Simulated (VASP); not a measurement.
Input:

```
CdSe
1.0
    0.00000     3.13429     3.13429
    3.13429     0.00000     3.13429
    3.13429     3.13429     0.00000
Cd Se
1 1
Direct
  0.00000   0.00000   0.00000
  0.25000   0.25000   0.25000
```

The numbers are results of revPBE GGA, VASP's PBE PAW potentials (set 64) (plane waves; VASP), not measurements. Run with 520 eV cut-off, 7×7×7 Γ-centred mesh, Gaussian smearing of 0.050 eV, potentials Cd Se.

### Question
Predict the energy per atom (σ→0), band gap (on the k-mesh) with the smallest direct gap where there is one.

### Answer

```json
{
 "band gap (on the k-mesh)": "0.55 eV",
 "smallest direct gap (on the k-mesh)": "0.55 eV",
 "energy per atom (σ→0)": "-2.473 eV/atom"
}
```

The compound is CdSe in the zinc blende structure, whereas wurtzite is the usual form. It was relaxed first, which changed the volume by +11 %. The start is the result of an earlier pass.
